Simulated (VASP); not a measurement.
# What spin-orbit coupling changes in LaAlGe

Aim: run bands, DOS and a relaxation of LaAlGe twice, without and with spin-orbit coupling. All runs use LDA. Left out of this account: at least 1 further run (fields: a reference on another mesh). The start is a cell from a database of measured crystal structures.

Program: VASP 6.6.1. Level of theory: LDA; plane waves and PAW (La, Al, Ge_d), in the first sound run; inputs show where later runs differ. Results are calculated unless marked as measured.

This is a report of a sequence of runs, with most program output left out.

**1. The starting structure**

It takes space group I4_1md (No. 109, tetragonal). The conventional cell has a = 4.336 Å, b = 4.336 Å, c = 14.828 Å, α = 90.00°, β = 90.00°, γ = 90.00°. Nearest to La lie 6 Ge at 3.28 to 3.31 Å and 6 Al at 3.30 Å. Nearest to Al lie 3 Ge at 2.47 to 2.50 Å and 6 La at 3.30 Å. Nearest to Ge lie 3 Al at 2.47 to 2.50 Å and 6 La at 3.28 to 3.31 Å. Farther neighbours are not listed.

Structure file:

```xyz
6
Lattice="0.0000 -4.3360 0.0000 -4.3360 0.0000 0.0000 2.1680 -2.1680 -7.4140" Properties=species:S:1:pos:R:3 pbc="T T T"
La    0.0000    0.0000    0.0000
La   -2.1680   -4.3360   -3.7070
Al    0.0000   -4.3360   -6.1937
Al    0.0000   -2.1680   -2.4867
Ge   -2.1680   -2.1680   -1.2456
Ge    0.0000   -2.1680   -4.9526
```

**2. Bands along the symmetry lines (LDA)**

Levels along the symmetry lines show where the bands peak and cross; KPOINTS_OPT computes them in the converged potential. LDA, the lowest rung, knows the local density alone.

INCAR reads:

```
SYSTEM = LaAlGe
PREC = Accurate
ENCUT = 410
EDIFF = 1E-06
NELM = 100
ISMEAR = -1
SIGMA = 0.05
LREAL = .FALSE.
ALGO = Normal
GGA = CA
NBANDS = 44
LASPH = .TRUE.
LORBIT = 11
LWAVE = .FALSE.
LCHARG = .FALSE.
KPAR = 4
```

POSCAR reads:

```
LaAlGe
1.0
    0.0000000000     -4.3360000000      0.0000000000
   -4.3360000000      0.0000000000      0.0000000000
    2.1680000000     -2.1680000000     -7.4140000000
La Al Ge
2 2 2
Direct
    0.0000000000      0.0000000000      0.0000000000
    0.7500000000      0.7500000000      0.5000000000
    0.5823000000      0.4177000000      0.8354000000
    0.3323000000      0.1677000000      0.3354000000
    0.4160000000      0.5840000000      0.1680000000
    0.1660000000      0.3340000000      0.6680000000
```

KPOINTS reads:

```
Automatic mesh
0
Gamma
6 6 6
0 0 0
```

KPOINTS_OPT reads:

```
Line mode
16
Line-mode
Reciprocal
  0.00000000   0.00000000   0.00000000 GAMMA
  0.50000000  -0.50000000   0.50000000 X

  0.50000000  -0.50000000   0.50000000 X
  0.54275465  -0.45724535   0.50000000 Y

  0.54275465  -0.45724535   0.50000000 Y
  0.54275465   0.00000000   0.27137733 S

  0.54275465   0.00000000   0.27137733 S
  0.00000000   0.00000000   0.00000000 GAMMA

  0.00000000   0.00000000   0.00000000 GAMMA
  0.00000000   0.00000000  -0.50000000 Z

  0.00000000   0.00000000  -0.50000000 Z
  0.45724535   0.00000000  -0.27137733 S1

  0.45724535   0.00000000  -0.27137733 S1
  0.50000000   0.00000000   0.00000000 N

  0.50000000   0.00000000   0.00000000 N
  0.50000000  -0.50000000   0.25000000 P

  0.50000000  -0.50000000   0.25000000 P
  0.45724535  -0.45724535  -0.04275465 Y1

  0.45724535  -0.45724535  -0.04275465 Y1
  0.00000000   0.00000000  -0.50000000 Z

  0.50000000  -0.50000000   0.50000000 X
  0.50000000  -0.50000000   0.25000000 P
```

Potentials, in the order of the species: La, Al and Ge_d (LDA family, release 64).

The run is started by

```
> mpirun -np 4 vasp_std
```

It took 3 min on 4 MPI ranks of Intel Xeon 6975P-C (Granite Rapids), shared host; peak memory 1.4 GiB; 12 min of CPU time.

The k-mesh is coarse for a metal. Spin-orbit coupling is off here; it can split and shift levels that hold much weight on La by tenths of an eV or more. The cell is typed on its shortest vectors, so the axes of tensors and the coordinates of k-points follow the printed cell and not the standard setting. At this level the cell is under a tension of 3.4 GPa, so at these settings it is away from equilibrium.

This step gave:

```yaml
scf_cycles: 12
electrons: 56
bands: 44
irreducible_k_points: 30
symmetry_operations: 8
free_energy_toten: -34.36 eV
energy_at_zero_smearing: -34.35 eV
fermi_energy: 7.598 eV
pressure: -3.380 GPa
metallic_judged_on_the_points_sampled: yes
```

Electronic bands along the path, in eV, zero at the Fermi level; # counts the bands kept in this run:

| point | #6 | #7 | #8 | #9 | #10 | #11 | #12 | #13 |
| --- | --- | --- | --- | --- | --- | --- | --- | --- |
| Γ | -1.67 | -1.37 | -1.37 | -0.48 | 0.21 | 0.33 | 1.06 | 1.41 |
| 0.53 of the way | -2.15 | -1.46 | -0.74 | -0.27 | 0.31 | 0.61 | 0.95 | 1.34 |
| X | -2.21 | -2.21 | -1.08 | -1.08 | 1.02 | 1.02 | 1.65 | 1.65 |
| 0.47 of the way | -2.21 | -2.21 | -1.08 | -1.08 | 1.02 | 1.02 | 1.65 | 1.65 |
| Y | -2.21 | -2.21 | -1.09 | -1.09 | 0.99 | 0.99 | 1.65 | 1.65 |
| 0.53 of the way | -2.25 | -1.64 | -1.29 | -0.93 | 0.70 | 1.15 | 1.41 | 1.43 |
| S | -1.96 | -1.55 | -1.32 | -0.09 | 0.12 | 0.65 | 1.13 | 1.53 |
| 0.47 of the way | -1.74 | -1.40 | -0.71 | -0.30 | -0.07 | 0.88 | 0.89 | 1.20 |
| Γ | -1.67 | -1.37 | -1.37 | -0.48 | 0.21 | 0.33 | 1.06 | 1.41 |
| 0.47 of the way | -1.46 | -1.40 | -1.40 | -0.95 | 0.71 | 0.79 | 1.19 | 1.19 |
| Z | -1.43 | -1.43 | -1.38 | -1.38 | 1.04 | 1.04 | 1.25 | 1.25 |
| 0.47 of the way | -1.84 | -1.43 | -1.17 | 0.10 | 0.15 | 0.20 | 1.18 | 1.55 |
| S1 | -1.96 | -1.55 | -1.32 | -0.09 | 0.12 | 0.65 | 1.13 | 1.53 |
| 0.47 of the way | -2.21 | -1.35 | -1.27 | -0.03 | 0.05 | 0.48 | 1.23 | 1.34 |
| N | -2.51 | -1.37 | -0.92 | -0.35 | 0.19 | 0.41 | 1.16 | 1.32 |
| 0.47 of the way | -2.55 | -1.66 | -1.06 | -0.91 | 0.36 | 1.25 | 1.41 | 1.54 |
| P | -2.22 | -2.22 | -1.08 | -1.08 | 0.99 | 0.99 | 1.72 | 1.72 |
| 0.47 of the way | -2.26 | -2.17 | -1.09 | -1.07 | 0.99 | 1.01 | 1.68 | 1.69 |
| Y1 | -2.21 | -2.21 | -1.09 | -1.09 | 0.99 | 0.99 | 1.65 | 1.65 |
| 0.47 of the way | -1.95 | -1.95 | -0.97 | -0.97 | 1.28 | 1.28 | 1.47 | 1.47 |
| Z | -1.43 | -1.43 | -1.38 | -1.38 | 1.04 | 1.04 | 1.25 | 1.25 |
| jump to X | -2.21 | -2.21 | -1.08 | -1.08 | 1.02 | 1.02 | 1.65 | 1.65 |
| 0.47 of the way | -2.21 | -2.21 | -1.08 | -1.08 | 1.01 | 1.01 | 1.68 | 1.68 |
| P | -2.22 | -2.22 | -1.08 | -1.08 | 0.99 | 0.99 | 1.72 | 1.72 |

Of the projections kept (La, Al, Ge), the largest for each band there, as a share of the weight inside these atoms' spheres; weight between the spheres isn't counted:

| point | #6 | #7 | #8 | #9 | #10 | #11 | #12 | #13 |
| --- | --- | --- | --- | --- | --- | --- | --- | --- |
| Γ | La 0.41 | Ge 0.51 | Ge 0.51 | La 0.92 | La 0.55 | La 0.55 | La 0.89 | La 0.93 |
| X | Ge 0.57 | Ge 0.57 | La 0.54 | La 0.54 | La 0.73 | La 0.73 | La 0.98 | La 0.98 |
| Y | Ge 0.57 | Ge 0.57 | La 0.54 | La 0.54 | La 0.73 | La 0.73 | La 0.98 | La 0.98 |
| S | Ge 0.59 | La 0.53 | Ge 0.55 | La 0.64 | La 0.61 | La 0.77 | La 0.82 | La 0.94 |
| Γ | La 0.41 | Ge 0.51 | Ge 0.51 | La 0.92 | La 0.55 | La 0.55 | La 0.89 | La 0.93 |
| Z | Ge 0.52 | Ge 0.52 | La 0.69 | La 0.69 | La 0.83 | La 0.83 | La 0.90 | La 0.90 |

Force by atom:

| atom | x (eV/Å) | y (eV/Å) | z (eV/Å) | size |
| --- | --- | --- | --- | --- |
| La1 | 0.0000 | 0.0000 | -0.0651 | 0.0651 |
| La2 | 0.0000 | 0.0000 | -0.0651 | 0.0651 |
| Al3 | 0.0000 | 0.0000 | 0.0683 | 0.0683 |
| Al4 | 0.0000 | 0.0000 | 0.0683 | 0.0683 |
| Ge5 | 0.0000 | 0.0000 | -0.0032 | 0.0032 |
| Ge6 | 0.0000 | 0.0000 | -0.0032 | 0.0032 |

There is no gap at this level.

**3. Band structure (LDA + SOC)**

This step: LDA, spin-orbit coupling; plane waves and PAW (La, Al, Ge_d) (VASP 6.6.1).

The mesh alone shows little of the dispersion and can miss band extrema, so KPOINTS_OPT adds a path through the symmetry points after the self-consistent cycle. Spin-orbit coupling needs spinors and the noncollinear program, where each band holds one electron.

Changes to INCAR since step 2:

```diff
@@ -10,4 +10,9 @@
 GGA = CA
-NBANDS = 44
+LNONCOLLINEAR = .TRUE.
+MAGMOM = 0 0 0 0 0 0 0 0 0 0 0 0 0 0 0 0 0 0
+NBANDS = 68
+GGA_COMPAT = .FALSE.
 LASPH = .TRUE.
+LSORBIT = .TRUE.
+LMAXMIX = 6
 LORBIT = 11
```

POSCAR is that of step 2.

KPOINTS is that of step 2.

KPOINTS_OPT is that of step 2.

The run is started by

```
> mpirun -np 4 vasp_ncl
```

The job ended after 21 min (4 MPI ranks; peak memory 3.9 GiB).

Numbers from this step:

* SCF cycles: 17
* bands: 68
* irreducible k-points: 48
* free energy (TOTEN): -34.99 eV
* energy at zero smearing: -34.98 eV
* Fermi energy: 7.596 eV
* pressure: -3.416 GPa

On-site spin-orbit energy by atom:

| atom | on-site spin-orbit energy (eV) |
| --- | --- |
| La1 | -0.614 |
| La2 | -0.614 |
| Al3 | 0.000 |
| Al4 | 0.000 |
| Ge5 | -0.021 |
| Ge6 | -0.021 |

Electronic bands along the path, in eV, zero at the Fermi level; # counts the bands kept in this run:

| point | #15 | #16 | #17 | #18 | #19 | #20 | #21 | #22 |
| --- | --- | --- | --- | --- | --- | --- | --- | --- |
| Γ | -1.33 | -1.33 | -0.48 | -0.48 | 0.22 | 0.22 | 0.33 | 0.33 |
| 0.53 of the way | -0.75 | -0.73 | -0.29 | -0.25 | 0.31 | 0.31 | 0.60 | 0.62 |
| X | -1.11 | -1.11 | -1.05 | -1.05 | 1.01 | 1.01 | 1.03 | 1.03 |
| 0.47 of the way | -1.11 | -1.11 | -1.05 | -1.05 | 1.01 | 1.01 | 1.02 | 1.02 |
| Y | -1.11 | -1.11 | -1.05 | -1.05 | 0.98 | 0.98 | 1.00 | 1.00 |
| 0.53 of the way | -1.31 | -1.27 | -0.94 | -0.91 | 0.70 | 0.71 | 1.14 | 1.14 |
| S | -1.32 | -1.32 | -0.10 | -0.08 | 0.10 | 0.14 | 0.65 | 0.66 |
| 0.47 of the way | -0.72 | -0.69 | -0.31 | -0.30 | -0.08 | -0.06 | 0.87 | 0.87 |
| Γ | -1.33 | -1.33 | -0.48 | -0.48 | 0.22 | 0.22 | 0.33 | 0.33 |
| 0.47 of the way | -1.37 | -1.37 | -0.95 | -0.95 | 0.71 | 0.71 | 0.79 | 0.79 |
| Z | -1.37 | -1.37 | -1.37 | -1.37 | 1.04 | 1.04 | 1.04 | 1.04 |
| 0.47 of the way | -1.19 | -1.14 | 0.07 | 0.11 | 0.15 | 0.15 | 0.21 | 0.21 |
| S1 | -1.32 | -1.32 | -0.10 | -0.08 | 0.10 | 0.14 | 0.65 | 0.66 |
| 0.47 of the way | -1.26 | -1.26 | -0.06 | -0.01 | 0.05 | 0.06 | 0.48 | 0.49 |
| N | -0.92 | -0.92 | -0.35 | -0.35 | 0.19 | 0.19 | 0.41 | 0.41 |
| 0.47 of the way | -1.07 | -1.04 | -0.93 | -0.89 | 0.35 | 0.37 | 1.24 | 1.25 |
| P | -1.12 | -1.12 | -1.08 | -1.00 | 0.94 | 0.96 | 1.02 | 1.02 |
| 0.47 of the way | -1.12 | -1.09 | -1.08 | -1.01 | 0.96 | 0.97 | 1.02 | 1.02 |
| Y1 | -1.11 | -1.11 | -1.05 | -1.05 | 0.98 | 0.98 | 1.00 | 1.00 |
| 0.47 of the way | -1.00 | -1.00 | -0.95 | -0.95 | 1.26 | 1.26 | 1.28 | 1.28 |
| Z | -1.37 | -1.37 | -1.37 | -1.37 | 1.04 | 1.04 | 1.04 | 1.04 |
| jump to X | -1.11 | -1.11 | -1.05 | -1.05 | 1.01 | 1.01 | 1.03 | 1.03 |
| 0.47 of the way | -1.12 | -1.09 | -1.09 | -1.02 | 0.97 | 0.99 | 1.02 | 1.03 |
| P | -1.12 | -1.12 | -1.08 | -1.00 | 0.94 | 0.96 | 1.02 | 1.02 |

Of the projections kept (La, Al, Ge), the largest for each band there, as a share of the weight inside these atoms' spheres; weight between the spheres isn't counted:

| point | #15 | #16 | #17 | #18 | #19 | #20 | #21 | #22 |
| --- | --- | --- | --- | --- | --- | --- | --- | --- |
| Γ | Ge 0.50 | Ge 0.50 | La 0.92 | La 0.92 | La 0.55 | La 0.55 | La 0.56 | La 0.56 |
| X | La 0.53 | La 0.53 | La 0.55 | La 0.55 | La 0.74 | La 0.74 | La 0.74 | La 0.74 |
| Y | La 0.54 | La 0.54 | La 0.55 | La 0.55 | La 0.74 | La 0.74 | La 0.74 | La 0.74 |
| S | Ge 0.55 | Ge 0.55 | La 0.65 | La 0.65 | La 0.61 | La 0.61 | La 0.77 | La 0.77 |
| Γ | Ge 0.50 | Ge 0.50 | La 0.92 | La 0.92 | La 0.55 | La 0.55 | La 0.56 | La 0.56 |
| Z | La 0.65 | La 0.65 | La 0.65 | La 0.65 | La 0.83 | La 0.83 | La 0.83 | La 0.83 |

Force by atom:

| atom | x (eV/Å) | y (eV/Å) | z (eV/Å) | size |
| --- | --- | --- | --- | --- |
| La1 | 0.0000 | 0.0000 | -0.0654 | 0.0654 |
| La2 | 0.0000 | 0.0000 | -0.0654 | 0.0654 |
| Al3 | 0.0000 | 0.0000 | 0.0686 | 0.0686 |
| Al4 | 0.0000 | 0.0000 | 0.0686 | 0.0686 |
| Ge5 | 0.0000 | 0.0000 | -0.0032 | 0.0032 |
| Ge6 | 0.0000 | 0.0000 | -0.0032 | 0.0032 |

There is no gap at this level. Without the coupling there was no gap either. The run took 6.8 times the core time, with 68 spinor bands against 44.

Of the bands kept, 4 cross the Fermi level on this path (spinor bands, one electron each).

**4. Total and projected DOS (LDA)**

This step: LDA; plane waves and PAW (La, Al, Ge_d) (VASP 6.6.1).

Here the states are counted by energy and projected on the atoms.

INCAR reads:

```
SYSTEM = LaAlGe
PREC = Accurate
ENCUT = 410
EDIFF = 1E-06
NELM = 100
ISMEAR = -5
SIGMA = 0.05
LREAL = .FALSE.
ALGO = Normal
GGA = CA
NBANDS = 44
LASPH = .TRUE.
LORBIT = 11
LWAVE = .FALSE.
LCHARG = .FALSE.
KPAR = 4
NEDOS = 2001
```

POSCAR is that of step 3.

KPOINTS is that of step 3.

The run is started by

```
> mpirun -np 4 vasp_std
```

Wall time 33 s (4 MPI ranks); peak memory 1 GiB.

At this level the cell is under a tension of 3.5 GPa, so at these settings it is away from equilibrium. With tetrahedra the forces and stress of a metal are not exact derivatives of the energy.

Numbers from this step:

- SCF cycles: 13
- bands: 44
- irreducible k-points: 30
- free energy (TOTEN): -34.35 eV
- pressure: -3.454 GPa
- DOS at the Fermi level, one point of the energy grid: 0.01355 states/eV/cell

The density of states has structure finer than the step of the table below, so its rows give means over 0.5 eV, whole bins alone (the curve runs from -12.0 to 1.66 eV). Peaks (eV: height): total -8.79: 7.59, -1.42: 7.90, -1.07: 8.52, 1.14: 9.21; Ge p -3.22: 1.17, -2.75: 1.28, -2.29: 1.05, -1.42: 1.80; Al s -9.25: 0.303, -5.95: 1.17, -4.49: 0.359, 0.27: 0.153; Ge s -9.25: 2.45, -8.79: 4.15.

States under -12.0 eV and over 1.7 eV are left out. Density of states against energy, zero at the Fermi level; means over each step; values in states/eV/cell:

| energy (eV) | total | La f | Ge p | Al s | Ge s |
| --- | --- | --- | --- | --- | --- |
| -11.0 | 0 | 0 | 0 | 0 | 0 |
| -10.5 | 0.0191 | 0 | 9.8e-6 | 0.00154 | 0.00797 |
| -10.0 | 0.636 | 2.5e-4 | 0.00162 | 0.0476 | 0.273 |
| -9.5 | 2.33 | 0.00182 | 0.00702 | 0.148 | 1.07 |
| -9.0 | 4.63 | 0.00624 | 0.0104 | 0.125 | 2.41 |
| -8.5 | 0.403 | 6.6e-4 | 4.3e-4 | 0.00323 | 0.221 |
| -8.0 | 0 | 0 | 0 | 0 | 0 |
| -7.5 | 0 | 0 | 0 | 0 | 0 |
| -7.0 | 0 | 0 | 0 | 0 | 0 |
| -6.5 | 0 | 0 | 0 | 0 | 0 |
| -6.0 | 2.66 | 0.00887 | 0.363 | 0.536 | 0.0486 |
| -5.5 | 1.23 | 0.00554 | 0.172 | 0.217 | 0.0554 |
| -5.0 | 0.982 | 0.00700 | 0.152 | 0.144 | 0.0594 |
| -4.5 | 2.11 | 0.0151 | 0.361 | 0.210 | 0.117 |
| -4.0 | 0.696 | 0.00511 | 0.119 | 0.0587 | 0.0463 |
| -3.5 | 1.41 | 0.0103 | 0.294 | 0.0336 | 0.0289 |
| -3.0 | 4.56 | 0.0310 | 1.05 | 0.0398 | 0.0318 |
| -2.5 | 4.04 | 0.0409 | 0.938 | 0.0225 | 0.0152 |
| -2.0 | 2.84 | 0.0360 | 0.653 | 0.0178 | 0.0123 |
| -1.5 | 3.73 | 0.0583 | 0.823 | 0.00727 | 0.00526 |
| -1.0 | 4.78 | 0.0815 | 0.269 | 0.0341 | 0.0189 |
| -0.5 | 2.57 | 0.102 | 0.131 | 0.0164 | 0.0118 |
| 0.0 | 1.06 | 0.104 | 0.0539 | 0.0265 | 0.0254 |
| 0.5 | 4.30 | 0.856 | 0.191 | 0.127 | 0.133 |
| 1.0 | 6.04 | 2.28 | 0.211 | 0.0809 | 0.0969 |

Force by atom:

| atom | x (eV/Å) | y (eV/Å) | z (eV/Å) | size |
| --- | --- | --- | --- | --- |
| La1 | 0.0000 | 0.0000 | -0.0706 | 0.0706 |
| La2 | 0.0000 | 0.0000 | -0.0706 | 0.0706 |
| Al3 | 0.0000 | 0.0000 | 0.0436 | 0.0436 |
| Al4 | 0.0000 | 0.0000 | 0.0436 | 0.0436 |
| Ge5 | 0.0000 | 0.0000 | 0.0269 | 0.0269 |
| Ge6 | 0.0000 | 0.0000 | 0.0269 | 0.0269 |

**5. Density of states (LDA + SOC)**

This step: LDA, spin-orbit coupling; plane waves and PAW (La, Al, Ge_d) (VASP 6.6.1).

Changes to INCAR since step 4:

```diff
@@ -10,4 +10,9 @@
 GGA = CA
-NBANDS = 44
+LNONCOLLINEAR = .TRUE.
+MAGMOM = 0 0 0 0 0 0 0 0 0 0 0 0 0 0 0 0 0 0
+NBANDS = 68
+GGA_COMPAT = .FALSE.
 LASPH = .TRUE.
+LSORBIT = .TRUE.
+LMAXMIX = 6
 LORBIT = 11
```

POSCAR is that of step 4.

KPOINTS is that of step 4.

The run is started by

```
> mpirun -np 4 vasp_ncl
```

It took 4.2 min on 4 MPI ranks; peak memory 2.8 GiB.

Numbers from this step:

```
SCF cycles                                           : 17
bands                                                : 68
irreducible k-points                                 : 48
free energy (TOTEN)                                  : -34.98 eV
Fermi energy                                         : 7.604 eV
pressure                                             : -3.486 GPa
DOS at the Fermi level, one point of the energy grid : 0.02188 states/eV/cell
```

On-site spin-orbit energy by atom:

| atom | on-site spin-orbit energy (eV) |
| --- | --- |
| La1 | -0.614 |
| La2 | -0.614 |
| Al3 | 0.000 |
| Al4 | 0.000 |
| Ge5 | -0.021 |
| Ge6 | -0.021 |

The density of states has structure finer than the step of the table below, so its rows give means over 0.5 eV, whole bins alone (the curve runs from -12.0 to 0.994 eV). Peaks (eV: height): total -8.80: 7.29, -1.44: 7.62, -1.10: 7.58, 0.60: 5.68; Ge p -3.25: 1.18, -2.74: 1.24, -2.46: 1.05, -1.44: 1.69; La d -1.44: 1.02, -1.10: 1.24, -0.31: 0.805, 0.60: 0.869; Al p -3.25: 0.364, -2.74: 0.381, -2.35: 0.259, -1.10: 0.481.

States under -12.0 eV and over 1.0 eV are left out. Density of states against energy, zero at the Fermi level; means over each step; 7 of 8 lines; values in states/eV/cell:

| energy (eV) | total | Ge p | La d | La f | Al p | Al s | La p |
| --- | --- | --- | --- | --- | --- | --- | --- |
| -11.0 | 0 | 0 | 0 | 0 | 0 | 0 | 0 |
| -10.5 | 0.0216 | 1.9e-5 | 0 | 2.7e-6 | 2.8e-5 | 0.00175 | 3.6e-4 |
| -10.0 | 0.634 | 0.00163 | 0.00124 | 2.4e-4 | 0.00238 | 0.0473 | 0.0209 |
| -9.5 | 2.32 | 0.00698 | 0.0158 | 0.00178 | 0.0177 | 0.147 | 0.120 |
| -9.0 | 4.65 | 0.0105 | 0.0624 | 0.00628 | 0.0876 | 0.125 | 0.169 |
| -8.5 | 0.358 | 4.2e-4 | 0.00434 | 6.0e-4 | 0.00847 | 0.00300 | 0.0144 |
| -8.0 | 0 | 0 | 0 | 0 | 0 | 0 | 0 |
| -7.5 | 0 | 0 | 0 | 0 | 0 | 0 | 0 |
| -7.0 | 0 | 0 | 0 | 0 | 0 | 0 | 0 |
| -6.5 | 2.1e-5 | 3.0e-6 | 0 | 0 | 0 | 4.2e-6 | 0 |
| -6.0 | 2.70 | 0.368 | 0.0892 | 0.00903 | 0.0163 | 0.544 | 0.0612 |
| -5.5 | 1.18 | 0.165 | 0.0393 | 0.00535 | 0.0158 | 0.208 | 0.0230 |
| -5.0 | 0.988 | 0.154 | 0.0305 | 0.00711 | 0.0264 | 0.144 | 0.0184 |
| -4.5 | 2.10 | 0.361 | 0.0625 | 0.0151 | 0.0890 | 0.209 | 0.0330 |
| -4.0 | 0.683 | 0.116 | 0.0258 | 0.00496 | 0.0300 | 0.0578 | 0.00917 |
| -3.5 | 1.50 | 0.315 | 0.0684 | 0.0109 | 0.0957 | 0.0343 | 0.0255 |
| -3.0 | 4.51 | 1.04 | 0.251 | 0.0310 | 0.326 | 0.0385 | 0.0978 |
| -2.5 | 4.03 | 0.935 | 0.294 | 0.0411 | 0.246 | 0.0224 | 0.0827 |
| -2.0 | 2.79 | 0.642 | 0.234 | 0.0355 | 0.122 | 0.0172 | 0.0777 |
| -1.5 | 3.71 | 0.805 | 0.487 | 0.0574 | 0.0972 | 0.00842 | 0.101 |
| -1.0 | 4.77 | 0.275 | 0.859 | 0.0822 | 0.285 | 0.0336 | 0.119 |
| -0.5 | 2.57 | 0.131 | 0.591 | 0.102 | 0.119 | 0.0165 | 0.0223 |
| 0.0 | 1.04 | 0.0523 | 0.194 | 0.107 | 0.0436 | 0.0280 | 0.00598 |
| 0.5 | 4.35 | 0.193 | 0.659 | 0.883 | 0.154 | 0.126 | 0.0296 |

Force by atom:

| atom | x (eV/Å) | y (eV/Å) | z (eV/Å) | size |
| --- | --- | --- | --- | --- |
| La1 | 0.0000 | 0.0000 | -0.0705 | 0.0705 |
| La2 | 0.0000 | 0.0000 | -0.0705 | 0.0705 |
| Al3 | 0.0000 | 0.0000 | 0.0475 | 0.0475 |
| Al4 | 0.0000 | 0.0000 | 0.0475 | 0.0475 |
| Ge5 | 0.0000 | 0.0000 | 0.0230 | 0.0230 |
| Ge6 | 0.0000 | 0.0000 | 0.0230 | 0.0230 |

The DOS at the Fermi level goes from 0.0136 to 0.0219 states/eV/cell, a number that is sensitive to the mesh. The run took 7.6 times the core time, with 68 spinor bands against 44. Of the states within 0.3 eV of the Fermi level, the largest shares in the PAW spheres are La d 19 %, La f 10 % and Ge p 5 %. The rest lies in smaller channels or between the spheres.

[end of part 1 of 2]

[Lines on the potential files, build, host, timing and source positions are cut from VASP's logs without a mark.]

[Logs are printed without paths, hosts, clocks, repeated set-up lines and the standing remarks that a program may print on its own settings, such as how far it seeks lower states.]

[Hosts, paths, dates, database ids (printed as entryN), source tags and the programs' standing remarks are cut or masked in the printed files.]

[A measured line is paired with the nearest computed mode of its activity, which favours agreement.]

[In band tables of VASP the shares of atoms and orbitals are scaled to a sum of 1 inside the atoms' spheres.]
